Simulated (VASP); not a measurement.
Energy against volume of CsI (CsCl type). Level of theory: vdW-DF-cx, VASP's PBE PAW potentials (set 64) (plane waves; VASP 6.6.1). Settings: 520 eV cut-off, 6×6×6 Γ-centred mesh, Gaussian smearing of 0.050 eV, potentials Cs_sv I.

```tsv
V (Å³/atom)	E (eV/atom)
44.889	-0.40785
46.277	-0.40947
47.665	-0.40779
49.054	-0.40340
```

Fit these four points and predict the energy of the run at 43.501 Å³/atom.

A cubic in V^(−2/3), the third-order Birch-Murnaghan form, passes through the four points with V0 = 46.22 Å³/atom and B0 = 13 GPa, and gives -0.4022 eV/atom there. The run gave -0.4022 eV/atom, -0.0 meV/atom from the fit; all five points give B0 = 13 GPa.

The compound is CsI in the CsCl type structure. It was relaxed first.
